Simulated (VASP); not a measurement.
# MnO2: structure and properties in VASP, part 6 of 9

Wanted: the relaxed cell of MnO2 and its properties. The start is a computed cell from the Materials Project.

VASP 6.6.1, plane waves and PAW; the level of theory is named at each step.

So far. Step 5 (Band structure (PBE + U)): There is no gap at this level; the bands overlap by 0.14 eV. Semilocal levels underestimate gaps, so a small one may be lost here. Step 6 (Total and projected DOS (PBE + U)): The finer mesh and the other smearing move the Fermi level by -0.02 eV from the 5×5×7 run, a small shift, which tests the Fermi level alone. Of the states within 0.3 eV of the Fermi level, the largest shares in the PAW spheres are O p 51 % and Mn d 35 %.

## 7. Band structure (TB-mBJ + U)

This step: TB-mBJ, DFT+U (Mn d 1 eV), spin-polarised from a ferromagnetic start; plane waves and PAW (Mn_pv, O) (VASP 6.6.1).

Levels along the symmetry lines show where the bands peak and cross; KPOINTS_OPT computes them in the converged potential. TB-mBJ is a local potential fitted to gaps: it costs far less than a hybrid but gives no energy.

INCAR reads:

```
SYSTEM = MnO2
PREC = Accurate
ENCUT = 520
EDIFF = 1E-06
NELM = 150
ISMEAR = 0
SIGMA = 0.05
LREAL = .FALSE.
ALGO = Normal
METAGGA = MBJ
LASPH = .TRUE.
NBANDS = 44
ISPIN = 2
MAGMOM = 2.799 2.799 0.054 0.054 0.054 0.054
LDAU = .TRUE.
LDAUTYPE = 2
LDAUL = 2 -1
LDAUU = 1 0
LDAUJ = 0 0
LDAUPRINT = 1
LMAXMIX = 4
LORBIT = 11
LWAVE = .FALSE.
LCHARG = .FALSE.
KPAR = 2
```

POSCAR reads:

```
MnO2
1.0
    4.4515689296      0.0000000000      0.0000000000
    0.0000000000      4.4515689296      0.0000000000
    0.0000000000      0.0000000000      2.8954388431
Mn O
2 4
Direct
    0.5000000000      0.5000000000      0.5000000000
    0.0000000000      0.0000000000      0.0000000000
    0.8055697410      0.1944302590      0.5000000000
    0.6944302590      0.6944302590      0.0000000000
    0.1944302590      0.8055697410      0.5000000000
    0.3055697410      0.3055697410      0.0000000000
```

KPOINTS reads:

```
Automatic mesh
0
Gamma
5 5 7
0 0 0
```

KPOINTS_OPT reads:

```
Line mode
16
Line-mode
Reciprocal
  0.00000000   0.00000000   0.00000000 GAMMA
  0.00000000   0.50000000   0.00000000 X

  0.00000000   0.50000000   0.00000000 X
  0.50000000   0.50000000   0.00000000 M

  0.50000000   0.50000000   0.00000000 M
  0.00000000   0.00000000   0.00000000 GAMMA

  0.00000000   0.00000000   0.00000000 GAMMA
  0.00000000   0.00000000   0.50000000 Z

  0.00000000   0.00000000   0.50000000 Z
  0.00000000   0.50000000   0.50000000 R

  0.00000000   0.50000000   0.50000000 R
  0.50000000   0.50000000   0.50000000 A

  0.50000000   0.50000000   0.50000000 A
  0.00000000   0.00000000   0.50000000 Z

  0.00000000   0.50000000   0.00000000 X
  0.00000000   0.50000000   0.50000000 R

  0.50000000   0.50000000   0.00000000 M
  0.50000000   0.50000000   0.50000000 A
```

The projector-augmented-wave data sets are Mn_pv and O (PBE family, release 64).

Launch:

```
$ mpirun -np 2 vasp_std
```

The log of the run:

```text
[banner, memory and clock lines left out]
running    2 mpi-ranks, on    1 nodes
[...]
|                                                                             |
|               ----> ADVICE to this user running VASP <----                  |
|                                                                             |
|     You enforced a specific xc type in the INCAR file but a different       |
|     [... a line on the potential file left out ...]
|     I HOPE YOU KNOW WHAT YOU ARE DOING!                                     |
|                                                                             |

 LDA part: xc-table for (None), standard interpolation
 POSCAR, INCAR and KPOINTS ok, starting setup
[...]
entering main loop
       N       E                     dE             d eps       ncg     rms          rms(c)
DAV:   1     0.811720367615E+03    0.81172E+03   -0.25192E+04  4256   0.133E+03
DAV:   2     0.191301723303E+03   -0.62042E+03   -0.56684E+03  4300   0.419E+02
DAV:   3     0.133381476303E+03   -0.57920E+02   -0.56533E+02  4792   0.139E+02
DAV:   4     0.132342285814E+03   -0.10392E+01   -0.10361E+01  4768   0.193E+01
[...]
DAV:   8     0.148534864154E+03   -0.10176E+02   -0.39000E+01  4492   0.586E+01    0.565E+01
DAV:   9     0.150089778406E+03    0.15549E+01   -0.49867E+01  4556   0.662E+01    0.206E+01
DAV:  10     0.157802992775E+03    0.77132E+01   -0.16520E+01  4508   0.456E+01    0.307E+01
[... 130 further cycles ...]
DAV: 141     0.164553351865E+03    0.13566E-01   -0.16627E-04  4496   0.124E-01    0.453E-01
DAV: 142     0.164556638131E+03    0.32863E-02   -0.60503E-05  4224   0.659E-02    0.409E-01
DAV: 143     0.164562624682E+03    0.59866E-02   -0.22920E-05  4176   0.577E-02    0.425E-01
DAV: 144     0.164562601886E+03   -0.22796E-04   -0.81572E-06  3996   0.291E-02    0.408E-01
[...]
DAV: 148     0.164554010933E+03   -0.16287E-02   -0.19305E-05  4612   0.299E-02    0.437E-01
DAV: 149     0.164553329943E+03   -0.68099E-03   -0.36217E-06  3760   0.123E-02    0.450E-01
DAV: 150     0.164554221282E+03    0.89134E-03   -0.35764E-05  4396   0.503E-02
|                                                                             |
|           W    W    AA    RRRRR   N    N  II  N    N   GGGG   !!!           |
|           W    W   A  A   R    R  NN   N  II  NN   N  G    G  !!!           |
|           W    W  A    A  R    R  N N  N  II  N N  N  G       !!!           |
|           W WW W  AAAAAA  RRRRR   N  N N  II  N  N N  G  GGG   !            |
|           WW  WW  A    A  R   R   N   NN  II  N   NN  G    G                |
|           W    W  A    A  R    R  N    N  II  N    N   GGGG   !!!           |
|                                                                             |
|     The electronic self-consistency was not achieved in the given           |
|     number of steps (NELM). The forces and other quantities evaluated       |
|     might not be reliable so examine the results carefully. If you find     |
|     spurious results, we suggest increasing NELM, if you were close to      |
|     convergence or switching to a different ALGO or adjusting the           |
|     density mixing parameters otherwise.                                    |
|                                                                             |

   1 F= 0.16455422E+03 E0= 0.16455422E+03  d E =-.523623E-23  mag=     6.0000
 Start KPOINTS_OPT (optional k-point list driver)
k-point batch [1-24\144]
       N       E                     dE             ncg
DAV:   1     0.136055737462E+04   -0.13469E+05     4224
DAV:   2    -0.123451182982E+05   -0.13706E+05     4312
DAV:   3    -0.135185403220E+05   -0.11734E+04     5096
DAV:   4    -0.135393455064E+05   -0.20805E+02     4928
DAV:   5    -0.135395828227E+05   -0.23732E+00     4676
DAV:   6    -0.135395885004E+05   -0.56777E-02     4596
DAV:   7    -0.135395887624E+05   -0.26205E-03     4464
DAV:   8    -0.135395887758E+05   -0.13340E-04     3760
DAV:   9    -0.135395887764E+05   -0.64451E-06     3184
[...]
k-point batch [121-144\144]
       N       E                     dE             ncg
DAV:   1     0.115288005834E+04   -0.41037E+05     4224
DAV:   2    -0.124068464775E+05   -0.13560E+05     4312
DAV:   3    -0.135701313188E+05   -0.11633E+04     5048
DAV:   4    -0.135907480583E+05   -0.20617E+02     4908
DAV:   5    -0.135909940370E+05   -0.24598E+00     4756
DAV:   6    -0.135909994260E+05   -0.53890E-02     4512
DAV:   7    -0.135909996530E+05   -0.22696E-03     4448
DAV:   8    -0.135909996652E+05   -0.12180E-04     3724
DAV:   9    -0.135909996657E+05   -0.59361E-06     3292
```

It took 18 min on 2 MPI ranks of AMD EPYC 7R43, shared host; peak memory 0.6 GiB.

OUTCAR, selected parts (step 7):

```text
atom =   1  type =  1  l = 2

 onsite density matrix

spin component  1

  0.5095  0.0000 -0.2715  0.0000 -0.0000
  0.0000  0.6624  0.0000 -0.3047  0.0000
 -0.2715  0.0000  0.7997  0.0000  0.0000
  0.0000 -0.3047  0.0000  0.6624  0.0000
 -0.0000  0.0000  0.0000  0.0000  0.9707

spin component  2

  0.2844  0.0000  0.1440  0.0000 -0.0000
  0.0000  0.2649  0.0000  0.1619  0.0000
  0.1440  0.0000  0.1551  0.0000 -0.0000
  0.0000  0.1619  0.0000  0.2649  0.0000
 -0.0000  0.0000 -0.0000  0.0000  0.1047

 occupancies and eigenvectors

  o =  0.0619  v =  0.0000  0.0000  0.0000  0.0000  0.0000 -0.5432  0.0000  0.8396 -0.0000  0.0000      0.0000  0.0000  0.0000  0.0000  0.0000  0.0000  0.0000  0.0000  0.0000  0.0000
  o =  0.1030  v =  0.0000  0.0000  0.0000  0.0000  0.0000 -0.0000 -0.7071  0.0000  0.7071  0.0000      0.0000  0.0000  0.0000  0.0000  0.0000  0.0000  0.0000  0.0000  0.0000  0.0000
  o =  0.1047  v =  0.0000  0.0000  0.0000  0.0000  0.0000 -0.0000 -0.0000  0.0000  0.0000 -1.0000      0.0000  0.0000  0.0000  0.0000  0.0000  0.0000  0.0000  0.0000  0.0000  0.0000
  o =  0.3468  v =  0.8577 -0.0000  0.5141  0.0000 -0.0000  0.0000  0.0000  0.0000  0.0000  0.0000      0.0000  0.0000  0.0000  0.0000  0.0000  0.0000  0.0000  0.0000  0.0000  0.0000
  o =  0.3577  v =  0.0000  0.7071  0.0000  0.7071 -0.0000  0.0000  0.0000  0.0000  0.0000  0.0000      0.0000  0.0000  0.0000  0.0000  0.0000  0.0000  0.0000  0.0000  0.0000  0.0000
  o =  0.3776  v =  0.0000  0.0000  0.0000  0.0000  0.0000 -0.8396 -0.0000 -0.5432 -0.0000  0.0000      0.0000  0.0000  0.0000  0.0000  0.0000  0.0000  0.0000  0.0000  0.0000  0.0000
  o =  0.4269  v =  0.0000  0.0000  0.0000  0.0000  0.0000  0.0000 -0.7071  0.0000 -0.7071 -0.0000      0.0000  0.0000  0.0000  0.0000  0.0000  0.0000  0.0000  0.0000  0.0000  0.0000
  o =  0.9624  v =  0.5141  0.0000 -0.8577  0.0000  0.0000  0.0000  0.0000  0.0000  0.0000  0.0000      0.0000  0.0000  0.0000  0.0000  0.0000  0.0000  0.0000  0.0000  0.0000  0.0000
  o =  0.9671  v =  0.0000  0.7071  0.0000 -0.7071 -0.0000  0.0000  0.0000  0.0000  0.0000  0.0000      0.0000  0.0000  0.0000  0.0000  0.0000  0.0000  0.0000  0.0000  0.0000  0.0000
  o =  0.9707  v =  0.0000 -0.0000 -0.0000  0.0000 -1.0000  0.0000  0.0000  0.0000  0.0000  0.0000      0.0000  0.0000  0.0000  0.0000  0.0000  0.0000  0.0000  0.0000  0.0000  0.0000

atom =   2  type =  1  l = 2

 onsite density matrix

spin component  1

  0.5095  0.0000  0.2715  0.0000 -0.0000
  0.0000  0.6624  0.0000  0.3047  0.0000
  0.2715  0.0000  0.7997  0.0000 -0.0000
  0.0000  0.3047  0.0000  0.6624  0.0000
 -0.0000  0.0000 -0.0000  0.0000  0.9707

spin component  2

  0.2844  0.0000 -0.1440  0.0000 -0.0000
  0.0000  0.2649  0.0000 -0.1619  0.0000
 -0.1440  0.0000  0.1551  0.0000  0.0000
  0.0000 -0.1619  0.0000  0.2649  0.0000
 -0.0000  0.0000  0.0000  0.0000  0.1047

[...]
o =  0.9624  v =  0.5141  0.0000  0.8577  0.0000  0.0000  0.0000  0.0000  0.0000  0.0000  0.0000      0.0000  0.0000  0.0000  0.0000  0.0000  0.0000  0.0000  0.0000  0.0000  0.0000
  o =  0.9671  v =  0.0000 -0.7071  0.0000 -0.7071  0.0000  0.0000  0.0000  0.0000  0.0000  0.0000      0.0000  0.0000  0.0000  0.0000  0.0000  0.0000  0.0000  0.0000  0.0000  0.0000
  o =  0.9707  v =  0.0000 -0.0000  0.0000  0.0000 -1.0000  0.0000  0.0000  0.0000  0.0000  0.0000      0.0000  0.0000  0.0000  0.0000  0.0000  0.0000  0.0000  0.0000  0.0000  0.0000

 spin component 1
 k-point     1 :       0.0000    0.0000    0.0000
  band No.  band energies     occupation
    ...
     24       4.1464      1.00000
     25       4.3566      1.00000
     26       4.4520      1.00000
     27       4.4520      1.00000
     28       4.8100      1.00000
     29       6.6242      0.00000
     30       6.6436      0.00000
     31       7.1767      0.00000
     32       9.6361      0.00000
     33       9.6361      0.00000
    ...

 k-point     2 :       0.2000    0.0000    0.0000
  band No.  band energies     occupation
    ...
     24       4.1501      1.00000
     25       4.1926      1.00000
     26       4.2059      1.00000
     27       4.3139      1.00000
     28       4.6848      1.00000
     29       6.6294      0.00000
     30       6.6449      0.00000
     31       7.6759      0.00000
     32       9.5908      0.00000
     33       9.6034      0.00000
    ...

  Total     -264.6130753   -264.6130753   -268.9670309     -0.0000000      0.0000000      0.0000000
  in kB    -7388.9253895  -7388.9253895  -7510.5031049     -0.0000000      0.0000000      0.0000000
  external PRESSURE =   -7429.4512946 kB  Pullay stress =       0.0000000 kB

 POSITION                                       TOTAL-FORCE (eV/Angst)
 -----------------------------------------------------------------------------------
      2.22578      2.22578      1.44772        -0.000000      0.000000      0.000000
      0.00000      0.00000      0.00000        -0.000000      0.000000      0.000000
      3.58605      0.86552      1.44772        -0.237110      0.237110     -0.000000
      3.09130      3.09130      0.00000         0.237110      0.237110     -0.000000
      0.86552      3.58605      1.44772         0.237110     -0.237110      0.000000
      1.36026      1.36026      0.00000        -0.237110     -0.237110      0.000000
 -----------------------------------------------------------------------------------
    total drift:                                0.000000      0.000000      0.000000

  FREE ENERGIE OF THE ION-ELECTRON SYSTEM (eV)
  ---------------------------------------------------
  free  energy   TOTEN  =       164.5542212823 eV

  energy  without entropy=      164.5542212823  energy(sigma->0) =      164.55422128

 magnetization (x)
# of ion       s       p       d       tot
------------------------------------------
    1        0.077   0.008   2.553   2.638
    2        0.077   0.008   2.553   2.638
    3        0.004   0.192   0.000   0.196
    4        0.004   0.192   0.000   0.196
    5        0.004   0.192   0.000   0.196
    6        0.004   0.192   0.000   0.196
--------------------------------------------------
tot          0.169   0.785   5.106   6.060

[... 9 parts as in an earlier step ...]

[... 15 further parts left out ...]
[key lines of the parts left out:]
E-fermi :   6.1392
```

EDIFF was not reached within NELM cycles, so the run counts as unconverged.

(Part 6 of 9 ends here.)

[Lines on the potential files, build, host, timing and source positions are cut from VASP's logs without a mark.]

[Logs are printed without paths, hosts, clocks, repeated set-up lines and the standing remarks that a program may print on its own settings, such as how far it seeks lower states.]

[Hosts, paths, dates, database ids (printed as entryN), source tags and the programs' standing remarks are cut or masked in the printed files.]

[A measured line is paired with the nearest computed mode of its activity, which favours agreement.]

[In band tables of VASP the shares of atoms and orbitals are scaled to a sum of 1 inside the atoms' spheres.]
